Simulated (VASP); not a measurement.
```
ZrO2
1.0
    0.00000     2.55085     2.55085
    2.55085     0.00000     2.55085
    2.55085     2.55085     0.00000
Zr O
1 2
Direct
  0.00000   0.00000   0.00000
  0.25000   0.25000   0.25000
  0.75000   0.75000   0.75000
```

The numbers are results of revTPSS meta-GGA, VASP's PBE PAW potentials (set 64) (plane waves; VASP 6.6.1), not measurements. Numerical set-up: 520 eV cut-off, 7×7×7 Γ-centred mesh, Gaussian smearing of 0.050 eV, potentials Zr_sv O.

Question: What does the run give for the energy per atom (σ→0)?

Answer: 
```yaml
energy per atom (σ→0): -6.960 eV/atom
```

The compound is ZrO2 in the fluorite structure, the high-temperature cubic form, which is unstable at 0 K; the monoclinic form is the stable one. It was relaxed first. The start is the result of an earlier pass.
